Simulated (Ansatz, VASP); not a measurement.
# Ta2SO3 (1T-TaO2 under 2H-TaOS, AC): VASP beside Ansatz, part 2 of 2

Aim: how closely do two programs agree when they are given the same cell, functional and k mesh? The cell is taken from a series of runs on this material, whose earlier steps may have relaxed, scaled, displaced or heated it; both programs get it as it stands.

VASP 6.6.1 and Ansatz 0.2.0.

So far: Starting point; Ansatz: single point, PBE with D3(BJ).

### Step 3. VASP: single point, PBE with D3(BJ)

Level of this step: PBE with D3(BJ), spin-polarised from a ferromagnetic start; plane waves and PAW (O, Ta_pv, S) (VASP).

The same cell, functional, mesh and smearing now go to VASP, with its own data sets.

Lines of VASP's logs that name or quote its potential files are left out, and so is its time.

Contents of INCAR:

```
SYSTEM = Ta2SO3
PREC = Accurate
ENCUT = 520
EDIFF = 1E-06
NELM = 200
ISMEAR = -1
SIGMA = 0.05
LREAL = .FALSE.
ALGO = Normal
GGA = PE
IVDW = 12
NBANDS = 33
ISPIN = 2
MAGMOM = 0.02 0.02 0.07 0.13 0.17 0.02
LASPH = .TRUE.
LMAXMIX = 4
LORBIT = 11
LWAVE = .FALSE.
LCHARG = .FALSE.
ISIF = 2
LDIPOL = .TRUE.
IDIPOL = 3
DIPOL = 0.5 0.5 0.495
LVHAR = .TRUE.
GGA_COMPAT = .FALSE.
NELMDL = -8
KPAR = 2
```

Contents of POSCAR:

```
Ta2SO3
1.0
    3.0975604632      0.0000000000      0.0000000000
   -1.5487802316      2.6825660509      0.0000000000
    0.0000000000      0.0000000000     25.7077076478
O Ta S
3 2 1
Direct
    0.6666666667      0.3333333333      0.3500895577
    0.3333333333      0.6666666667      0.4336799606
    0.0000000000      0.0000000000      0.6499104423
    0.0000000000      0.0000000000      0.3923381731
    0.6666666667      0.3333333333      0.6075920743
    0.0000000000      0.0000000000      0.5426616407
```

Contents of KPOINTS:

```
Automatic mesh
0
Gamma
18 18 1
0 0 0
```

The projector-augmented-wave data sets are O, Ta_pv and S (PBE family, release 64).

Run with:

```bash
mpirun -np 2 vasp_std
```

Numbers of over 12 decimals in the logs are rounded to 6 here.

The program printed:

```text
[banner, memory and clock lines left out]
running    2 mpi-ranks, on    1 nodes
 distrk:  each k-point on    1 cores,    2 groups
 distr:  one band on    1 cores,    1 groups

 POSCAR found type information on POSCAR O TaS
 POSCAR found :  3 types and       6 ions
 LDA part: xc-table for (Slater+PW92), standard interpolation
 POSCAR, INCAR and KPOINTS ok, starting setup
 FFT: planning ... GRIDC
 FFT: planning ... GRID_SOFT
 FFT: planning ... GRID
 WAVECAR not read
 entering main loop
       N       E                     dE             d eps       ncg     rms          rms(c)
DAV:   1     0.392732215231E+03    0.39273E+03   -0.23109E+04  5476   0.118E+03
DAV:   2    -0.268617301310E+02   -0.41959E+03   -0.40546E+03  6353   0.313E+02
DAV:   3    -0.625529428209E+02   -0.35691E+02   -0.35206E+02  6145   0.910E+01
DAV:   4    -0.634189145756E+02   -0.86597E+00   -0.86133E+00  6707   0.150E+01
DAV:   5    -0.634332717170E+02   -0.14357E-01   -0.14332E-01  6200   0.188E+00
DAV:   6    -0.634336961876E+02   -0.42447E-03   -0.42437E-03  6712   0.321E-01
DAV:   7    -0.634337123561E+02   -0.16168E-04   -0.16168E-04  6271   0.577E-02
DAV:   8    -0.634337131597E+02   -0.80367E-06   -0.80377E-06  6446   0.122E-02    0.367E+01
DAV:   9    -0.802497688024E+02   -0.16816E+02   -0.19551E+02  6199   0.454E+01    0.316E+01
DAV:  10    -0.107453065839E+03   -0.27203E+02   -0.80828E+02  7531   0.556E+01    0.489E+01
DAV:  11    -0.598680960444E+02    0.47585E+02   -0.32143E+02  7171   0.463E+01    0.198E+01
DAV:  12    -0.575560596498E+02    0.23120E+01   -0.18232E+01  6081   0.200E+01    0.945E+00
DAV:  13    -0.554706315411E+02    0.20854E+01   -0.22692E+00  6469   0.840E+00    0.612E+00
DAV:  14    -0.551090824292E+02    0.36155E+00   -0.23604E-01  6455   0.266E+00    0.526E+00
[...]
DAV:  47    -0.543326098637E+02   -0.12149E-04   -0.20202E-06  4588   0.544E-03    0.228E-03
DAV:  48    -0.543326213288E+02   -0.11465E-04   -0.20245E-07  3972   0.232E-03    0.184E-03
DAV:  49    -0.543326382340E+02   -0.16905E-04   -0.38533E-07  3947   0.227E-03    0.125E-03
DAV:  50    -0.543326501302E+02   -0.11896E-04   -0.19650E-07  3879   0.204E-03    0.137E-03
DAV:  51    -0.543326584331E+02   -0.83029E-05   -0.13713E-07  3671   0.140E-03    0.395E-04
DAV:  52    -0.543326636788E+02   -0.52457E-05   -0.52427E-08  3639   0.812E-04    0.383E-04
DAV:  53    -0.543326661730E+02   -0.24942E-05   -0.32487E-08  3605   0.596E-04    0.168E-04
DAV:  54    -0.543326667060E+02   -0.53294E-06   -0.13189E-08  3287   0.304E-04
   1 F= -.55671584E+02 E0= -.55648894E+02  d E =-.453803E-01  mag=     0.3178
```

OUTCAR, selected parts (step 3):

```text
ion  position               nearest neighbor table
   1  0.667  0.333  0.350-   4 2.09   4 2.09   4 2.09
   2  0.333  0.667  0.434-   4 2.08   4 2.08   4 2.08
   3  0.000  0.000  0.650-   5 2.09   5 2.09   5 2.09
   4  0.000  0.000  0.392-   2 2.08   2 2.08   2 2.08   1 2.09   1 2.09   1 2.09
   5  0.667  0.333  0.608-   3 2.09   3 2.09   3 2.09   6 2.45   6 2.45   6 2.45
   6  0.000  0.000  0.543-   5 2.45   5 2.45   5 2.45

  LATTYP: Found a hexagonal cell.
 ALAT       =     3.0975604632
 C/A-ratio  =     8.2993400624

 Subroutine GETGRP returns: Found  6 space group operations
 (whereof  6 operations were pure point group operations)

The static configuration has the point symmetry C_3v.

 Found     37 irreducible k-points:

   k-points           NKPTS =     37   k-points in BZ     NKDIM =     37   number of bands    NBANDS=     33

   dimension x,y,z NGX =    24 NGY =   24 NGZ =  192
   dimension x,y,z NGXF=    48 NGYF=   48 NGZF=  384

   ENCUT  =  520.0 eV  38.22 Ry    6.18 a.u.   5.76  5.76 47.80*2*pi/ulx,y,z

   NELECT =      46.0000    total number of electrons

 k-points in reciprocal lattice and weights: Automatic mesh
   0.00000000  0.00000000  0.00000000       0.003
   0.05555556  0.00000000  0.00000000       0.019
   0.11111111  0.00000000  0.00000000       0.019
   0.16666667  0.00000000  0.00000000       0.019
   0.22222222 -0.00000000  0.00000000       0.019
   0.27777778  0.00000000  0.00000000       0.019
   0.33333333  0.00000000  0.00000000       0.019
   0.38888889 -0.00000000  0.00000000       0.019
   0.44444444 -0.00000000  0.00000000       0.019
[...]
0.33333333  0.27777778  0.00000000       0.037
   0.33333333  0.33333333  0.00000000       0.006

 dipolmoment           0.000000      0.000000      0.055489 electrons x Angstroem

 average (electrostatic) potential at core
       1 -78.6003       2 -78.6471       3 -77.3863       4 -46.4653       5 -44.5380
       6 -92.6285

 E-fermi :  -1.3839

 spin component 1
 k-point     1 :       0.0000    0.0000    0.0000
  band No.  band energies     occupation
    ...
     20      -3.9711      1.00000
     21      -2.4942      1.00000
     22      -2.4942      1.00000
     23      -1.5319      0.95077
     24      -1.5319      0.95077
     25      -0.0722      0.00000
     26       0.1361      0.00000
     27       1.6211      0.00000
     28       2.2876      0.00000
     29       2.2876      0.00000
    ...

 k-point     2 :       0.0556    0.0000    0.0000
  band No.  band energies     occupation
    ...
     20      -3.9430      1.00000
     21      -2.6581      1.00000
     22      -2.5411      1.00000
     23      -1.5266      0.94557
     24      -1.4421      0.76185
     25      -0.0958      0.00000
     26       0.1465      0.00000
     27       1.6740      0.00000
     28       2.2062      0.00000
     29       2.2422      0.00000
    ...

 k-point     3 :       0.1111    0.0000    0.0000
  band No.  band energies     occupation
    ...
     19      -5.8187      1.00000
     20      -3.9189      1.00000
     21      -3.0504      1.00000
     22      -2.6592      1.00000
     23      -1.5337      0.95239
     24      -1.1985      0.02395
     25      -0.2726      0.00000
     26       0.1948      0.00000
     27       1.8039      0.00000
     28       2.1177      0.00000
    ...

 k-point     4 :       0.1667    0.0000    0.0000
  band No.  band energies     occupation
    ...
     19      -5.6417      1.00000
     20      -4.1010      1.00000
     21      -3.3966      1.00000
     22      -2.7974      1.00000
     23      -1.5735      0.97795
     24      -0.8594      0.00003
     25      -0.6317      0.00000
     26       0.2407      0.00000
     27       1.7863      0.00000
     28       2.1561      0.00000
    ...

 k-point     5 :       0.2222   -0.0000    0.0000
  band No.  band energies     occupation
    ...
     19      -5.5263      1.00000
     20      -4.6107      1.00000
     21      -3.5024      1.00000
     22      -2.9072      1.00000
     23      -1.6395      0.99401
     24      -1.0592      0.00151
     25      -0.4822      0.00000
     26       0.2663      0.00000
     27       1.7292      0.00000
     28       2.1825      0.00000
    ...

 k-point     6 :       0.2778    0.0000    0.0000
  band No.  band energies     occupation
    ...
     20      -5.1944      1.00000
     21      -3.5306      1.00000
     22      -2.9639      1.00000
     23      -1.7209      0.99882
     24      -1.4292      0.71214
     25      -0.1104      0.00000
     26       0.2913      0.00000
     27       1.7635      0.00000
     28       2.2893      0.00000
     29       2.5997      0.00000
    ...

 Edisp (eV)   -1.33892

  Total       0.24885     0.24885     0.06398     0.00000     0.00000     0.00000
  in kB       1.86642     1.86642     0.47987     0.00000     0.00000     0.00000
  external pressure =        1.40 kB  Pullay stress =        0.00 kB

  energy-cutoff  :      520.00
  volume of cell :      213.62
      direct lattice vectors                 reciprocal lattice vectors
     3.097560463  0.000000000  0.000000000     0.322834699  0.186388700  0.000000000
    -1.548780232  2.682566051  0.000000000     0.000000000  0.372777401  0.000000000
     0.000000000  0.000000000 25.707707648     0.000000000  0.000000000  0.038898840

 POSITION                                       TOTAL-FORCE (eV/Angst)
 -----------------------------------------------------------------------------------
      1.54878      0.89419      9.00000         0.000000     -0.000000     -0.050884
     -0.00000      1.78838     11.14892        -0.000000      0.000000      0.055444
      0.00000      0.00000     16.70771         0.000000     -0.000000      0.144366
      0.00000      0.00000     10.08612         0.000000     -0.000000     -0.004558
      1.54878      0.89419     15.61980         0.000000     -0.000000     -0.215073
      0.00000      0.00000     13.95059         0.000000     -0.000000      0.070706
 -----------------------------------------------------------------------------------
    total drift:                                0.000000     -0.000000     -0.000299

  FREE ENERGIE OF THE ION-ELECTRON SYSTEM (eV)
  ---------------------------------------------------
  free  energy   TOTEN  =       -55.6715844500 eV

  energy  without entropy=      -55.6262041679  energy(sigma->0) =      -55.64889431

 vacuum level on the upper side and lower side of the slab         4.686         3.477

 total charge
# of ion       s       p       d       tot
------------------------------------------
    1        1.571   3.455   0.000   5.026
    2        1.574   3.460   0.000   5.034
    3        1.571   3.440   0.000   5.011
    4        0.307   6.257   2.202   8.766
    5        0.303   6.251   2.325   8.879
    6        1.358   2.402   0.000   3.760
--------------------------------------------------
tot          6.685  25.265   4.527  36.477

 magnetization (x)
# of ion       s       p       d       tot
------------------------------------------
    1        0.001   0.012   0.000   0.012
    2        0.000   0.012   0.000   0.012
    3        0.000   0.000   0.000   0.000
    4        0.006   0.002   0.221   0.229
    5        0.000  -0.000  -0.001  -0.001
    6        0.000   0.000   0.000   0.000
--------------------------------------------------
tot          0.007   0.025   0.220   0.252

[... 6 further parts left out ...]
```

### Step 4. Differences

Known differences besides the potentials themselves: VASP starts from the moments at which Ansatz ended; the data sets hold 50 valence electrons in Ansatz (on its default PAW (the set named soft_2) files) and 46 in VASP; the cutoff is 420 eV in Ansatz and 520 eV in VASP; site moments are counted in spheres of each program's own size. Total energies have different zeros and are not compared.

Both answers:

```csv
quantity,Ansatz,VASP,difference
total moment (μB),0.90,0.32,+0.58
moment on Ta4 (μB),0.13,0.23,-0.10
moment on Ta5 (μB),0.17,0.00,+0.17
moment on O3 (μB),0.07,0.00,+0.07
"work function, lower of the two faces (eV)",4.82,4.86,-0.04
"work function, higher of the two faces (eV)",5.93,6.07,-0.14
```

With vacuum in the cell, a pressure given here is an average over mostly empty space and none of the material. The two runs ended with unlike total or site moments, perhaps in different magnetic states; the other differences may follow from that, so they don't measure the programs' precision.

### Step 5. Results

| Item | Value |
| --- | --- |
| difference in total moment (single point, PBE with D3(BJ)) | 0.58 μB |

The difference in total moment is 0.58 μB (single point, PBE with D3(BJ)). The data sets hold unlike numbers of valence electrons (50 in Ansatz and 46 in VASP), so part of the differences comes from the potentials. The runs of the single point, PBE with D3(BJ) pair ended with unlike moments, so it says little about numerical agreement. What causes the difference of the single point, PBE with D3(BJ) pair stays open here. How closely two codes agree says nothing of how well the functional describes the real material.

[Lines on the potential files, build, host, timing and source positions are cut from VASP's logs without a mark.]

[Logs are printed without paths, hosts, clocks, repeated set-up lines and the standing remarks that a program may print on its own settings, such as how far it seeks lower states.]

[Hosts, paths, dates, database ids (printed as entryN), source tags and the programs' standing remarks are cut or masked in the printed files.]
